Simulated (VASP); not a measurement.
# Ti3Ag (P4/mmm) in VASP: single point with LDA

Aim: the single point of Ti3Ag with LDA.

All numbers are computed with VASP 6.6.1; they aren't measurements. Logs are shortened: lines on timing, memory, paths and dates and some standing lists are left out, and cuts for length are marked.

### 1 The structure

Symmetry: P4/mmm, No. 123, tetragonal system. Conventional cell: a = 4.187 Å, b = 4.187 Å, c = 3.950 Å, α = 90.00°, β = 90.00°, γ = 90.00°. Ti (site symmetry mmm) has 8 Ti at 2.88 to 2.96 Å and 4 Ag at 2.88 Å as nearest neighbours. Around Ti (site symmetry 4/mmm) lie 8 Ti at 2.88 Å and 4 Ag at 2.96 Å. Ag (site symmetry 4/mmm) has 12 Ti at 2.88 to 2.96 Å as nearest neighbours.

### 2 Single point, LDA

The input, INCAR:

```
SYSTEM = Ti3Ag
ALGO     = Normal         ! electronic algorithm
EDIFF    = 1E-7           ! SCF threshold, eV
ENCUT    = 520            ! plane-wave cutoff, eV
GGA      = CA             ! functional
ISIF     = 2              ! what is computed and relaxed
ISMEAR   = 1              ! smearing method
LASPH    = .True.         ! aspherical terms in the spheres
LCHARG   = .False.        ! write CHGCAR
LREAL    = .False.        ! projectors in reciprocal space
LWAVE    = .False.        ! write WAVECAR
NBANDS   = 32             ! bands
NELM     = 100            ! most SCF steps
PREC     = Accurate       ! precision mode
SIGMA    = 0.15           ! smearing width, eV
```

The input, KPOINTS:

```
k-points
0
Gamma
  6 6 6
  0 0 0
```

The input, POSCAR:

```
Ti3Ag
1.0
    4.1870000000      0.0000000000      0.0000000000
    0.0000000000      4.1870000000      0.0000000000
    0.0000000000      0.0000000000      3.9500000000
Ti Ag
3 1
Direct
    0.0000000000      0.5000000000      0.5000000000
    0.5000000000      0.0000000000      0.5000000000
    0.5000000000      0.5000000000      0.0000000000
    0.0000000000      0.0000000000      0.0000000000
```

Potentials or basis: VASP PAW LDA potentials, release 64 (Ti_sv, Ag).

Command:

```console
> cat potpaw_LDA.64/Ti_sv/POTCAR potpaw_LDA.64/Ag/POTCAR > POTCAR
> mpirun -np 1 vasp_std > vasp.out
```

OUTCAR:

```text
SYSTEM = Ti3Ag
   EDIFF = 1E-7
   ENCUT = 520
   GGA = CA
   ISIF = 2
   ISMEAR = 1
   LASPH = .True.
   LREAL = .False.
   NELM = 100
   PREC = Accurate

 ion  position               nearest neighbor table
   1  0.000  0.500  0.500-   3 2.88   4 2.88   3 2.88   4 2.88   4 2.88   4 2.88   3 2.88   3 2.88

   2  0.500  0.000  0.500-   3 2.88   4 2.88   3 2.88   4 2.88   3 2.88   3 2.88   4 2.88   4 2.88

   3  0.500  0.500  0.000-   1 2.88   2 2.88   1 2.88   2 2.88   2 2.88   2 2.88   1 2.88   1 2.88
                             4 2.96   4 2.96   4 2.96   4 2.96
   4  0.000  0.000  0.000-   1 2.88   2 2.88   1 2.88   2 2.88   1 2.88   1 2.88   2 2.88   2 2.88
                             3 2.96   3 2.96   3 2.96   3 2.96

  LATTYP: Found a simple tetragonal cell.
 ALAT       =     4.1870000000
 C/A-ratio  =     0.9433962264

  Lattice vectors:

 A1 = (   4.1870000000,   0.0000000000,   0.0000000000)
 A2 = (   0.0000000000,   4.1870000000,   0.0000000000)
 A3 = (   0.0000000000,   0.0000000000,   3.9500000000)

Analysis of symmetry for initial positions (statically):
=====================================================================
 Subroutine PRICEL returns:
 Original cell was already a primitive cell.

 Routine SETGRP: Setting up the symmetry group for a
 simple tetragonal supercell.

 Subroutine GETGRP returns: Found 16 space group operations
 (whereof 16 operations were pure point group operations)
 out of a pool of 16 trial point group operations.

The static configuration has the point symmetry D_4h.

Analysis of symmetry for dynamics (positions and initial velocities):
=====================================================================
 Subroutine PRICEL returns:
 Original cell was already a primitive cell.

 Routine SETGRP: Setting up the symmetry group for a
 simple tetragonal supercell.

 Subroutine GETGRP returns: Found 16 space group operations
 (whereof 16 operations were pure point group operations)
 out of a pool of 16 trial point group operations.

The dynamic configuration has the point symmetry D_4h.

 Subroutine INISYM returns: Found 16 space group operations
 (whereof 16 operations are pure point group operations),
 and found     1 'primitive' translations
[... 94 lines left out ...]
   LNONCOLLINEAR =      F non collinear calculations
   LSORBIT =      F    spin-orbit coupling
   LASPH  =      T    aspherical Exc in radial PAW
   ENCUT  =  520.0 eV  38.22 Ry    6.18 a.u.   7.79  7.79  7.34*2*pi/ulx,y,z
   NELM   =    100;   NELMIN=  2; NELMDL= -5     # of ELM steps
   EDIFF  = 0.1E-06   stopping-criterion for ELM
   LREAL  =      F    real-space projection
   EDIFFG = 0.1E-05   stopping-criterion for IOM
   NSW    =      0    number of steps for IOM
   IBRION =     -1    ionic relax: 0-MD 1-quasi-New 2-CG
   NFREE  =      0    steps in history (QN), initial steepest desc. (CG)
   ISIF   =      2    stress and relaxation
   ISYM   =      2    0-nonsym 1-usesym 2-fastsym
   POTIM  = 0.5000    time-step for ionic-motion
   TEBEG  =    0.0;   TEEND  =   0.0 temperature during run
   PSTRESS=    0.0 pullay stress
   NELECT =      47.0000    total number of electrons
   NUPDOWN=      -1.0000    fix difference up-down
   EMIN   =  10.00;   EMAX   =-10.00  energy-range for DOS
   EFERMI =   0.00;   METHOD = LEGACY
   ISMEAR =     1;   SIGMA  =   0.15  broadening in eV -4-tet -1-fermi 0-gaus
   EFERMI_NEDOS =   21; number of points for ismear=-14 and -15
   IALGO  =     38    algorithm
   IMIX   =      4    mixing-type and parameters
     AMIX     =   0.40;   BMIX     =  1.00
     AMIX_MAG =   1.60;   BMIX_MAG =  1.00
  volume/ion in A,a.u.               =      17.31       116.83
  Fermi-wavevector in a.u.,A,eV,Ry     =   1.438709  2.718767 28.162495  2.069885
  Thomas-Fermi vector in A             =   2.557646
   LORBIT       =      0    0 simple, 1 ext, 2 COOP (PROOUT), +10 PAW based schemes
   GGA     = CA    functional components
   LHFCALC =     F    Hartree Fock is set to
   AEXX    =    0.0000 exact exchange contribution
   IVDW    =     0    specifies the selected vdW correction
   LEPSILON=     F    determine dielectric tensor
   LRPA    =     F    only Hartree local field effects (RPA)
 non-spin polarized calculation
 Methfessel and Paxton  Order N= 1 SIGMA  =   0.15
  energy-cutoff  :      520.00
  volume of cell :       69.25
 maximum number of plane-waves:      1894
 NGX is ok and might be reduce to    32
   NGX = 15   NGY = 15   NGZ = 15

 number of electron      46.9999997 magnetization

 Free energy of the ion-electron system (eV)
  ---------------------------------------------------
  ext. energy  EPLUGINS =         0.00000000
  ---------------------------------------------------
  free energy    TOTEN  =       -29.02251628 eV

  energy without entropy =      -29.02360288  energy(sigma->0) =      -29.02287848

 E-fermi :   8.0690     XC(G=0): -11.9791

 val. band max:        8.0637628837   @ k =   0.3333   0.1667   0.1667
 cond. band min:       8.0779227190   @ k =   0.5000   0.3333   0.5000
 fundamental gap:      0.0141598353
 Fermi energy:         8.0689826552

 k-point     1 :       0.0000    0.0000    0.0000
  band No.  band energies     occupation
      1     -48.0085      2.00000
      2     -47.9128      2.00000
      3     -47.8127      2.00000
      4     -24.8010      2.00000
      5     -24.8010      2.00000
      6     -24.7779      2.00000
[... 829 lines left out ...]
     31      10.4325     -0.00000
     32      10.7979     -0.00000

 [... further k-points ...]

------------------------ aborting loop because EDIFF is reached ----------------------------------------

  FORCE on cell =-STRESS in cart. coord.  units (eV):
  Direction    XX          YY          ZZ          XY          YZ          ZX
  --------------------------------------------------------------------------------------
  -------------------------------------------------------------------------------------
  Total       -4.6529288     -4.6529288     -3.6762566      0.0000000      0.0000000      0.0000000
  in kB     -107.6549420   -107.6549420    -85.0576494      0.0000000      0.0000000      0.0000000
  external PRESSURE =    -100.1225111 kB  Pullay stress =       0.0000000 kB

 VOLUME and BASIS-vectors are now :
 -----------------------------------------------------------------------------
  energy-cutoff  :      520.00
  volume of cell :       69.25
      direct lattice vectors                 reciprocal lattice vectors
     4.187000000  0.000000000  0.000000000     0.238834488  0.000000000  0.000000000
     0.000000000  4.187000000  0.000000000     0.000000000  0.238834488  0.000000000
     0.000000000  0.000000000  3.950000000     0.000000000  0.000000000  0.253164557

 POSITION                                       TOTAL-FORCE (eV/Angst)
 -----------------------------------------------------------------------------------
      0.00000      2.09350      1.97500         0.000000      0.000000      0.000000
      2.09350      0.00000      1.97500         0.000000      0.000000      0.000000
      2.09350      2.09350      0.00000         0.000000      0.000000      0.000000
      0.00000      0.00000      0.00000         0.000000      0.000000      0.000000
 -----------------------------------------------------------------------------------
    total drift:                                0.000000     -0.000000     -0.000000

  FREE ENERGIE OF THE ION-ELECTRON SYSTEM (eV)
  ---------------------------------------------------
  free  energy   TOTEN  =       -29.0225162834 eV

  energy  without entropy=      -29.0236028762  energy(sigma->0) =      -29.02287848
```

OSZICAR:

```text
N       E                     dE             d eps       ncg     rms          rms(c)
DAV:   1     0.571778625339E+03    0.57178E+03   -0.23135E+04  2568   0.173E+03
DAV:   2     0.298748791480E+02   -0.54190E+03   -0.52446E+03  2632   0.525E+02
DAV:   3    -0.278135118355E+02   -0.57688E+02   -0.55823E+02  4256   0.147E+02
DAV:   4    -0.330313701364E+02   -0.52179E+01   -0.51310E+01  3784   0.418E+01
DAV:   5    -0.332612185558E+02   -0.22985E+00   -0.22969E+00  3496   0.734E+00    0.153E+01
DAV:   6    -0.291219774827E+02    0.41392E+01   -0.16231E+01  3064   0.327E+01    0.511E+00
DAV:   7    -0.295027701589E+02   -0.38079E+00   -0.31175E+00  3624   0.145E+01    0.735E+00
DAV:   8    -0.290389644365E+02    0.46381E+00   -0.24287E+00  3600   0.914E+00    0.264E+00
DAV:   9    -0.290235207024E+02    0.15444E-01   -0.21865E-01  3456   0.418E+00    0.160E+00
DAV:  10    -0.290232923942E+02    0.22831E-03   -0.63058E-02  3056   0.208E+00    0.311E-01
DAV:  11    -0.290222173382E+02    0.10751E-02   -0.87472E-03  3864   0.975E-01    0.139E-01
DAV:  12    -0.290224925886E+02   -0.27525E-03   -0.83803E-04  3312   0.230E-01    0.569E-02
DAV:  13    -0.290225153757E+02   -0.22787E-04   -0.20035E-04  3848   0.772E-02    0.242E-02
DAV:  14    -0.290225176939E+02   -0.23181E-05   -0.22510E-05  3880   0.370E-02    0.158E-02
DAV:  15    -0.290225163226E+02    0.13713E-05   -0.10296E-05  3472   0.279E-02    0.302E-03
DAV:  16    -0.290225162834E+02    0.39199E-07   -0.55059E-07  3152   0.773E-03
   1 F= -.29022516E+02 E0= -.29022878E+02  d E =0.108659E-02
```

Wall time 47 s (1 thread of AMD EPYC 9R45 (Zen 5), shared host); peak memory 0.17 GiB.

Results:

```yaml
Free_energy: -29.0225 eV
Pressure: -10.0 GPa
Band_gap_on_the_k_mesh: none (metal or under the smearing width)
```
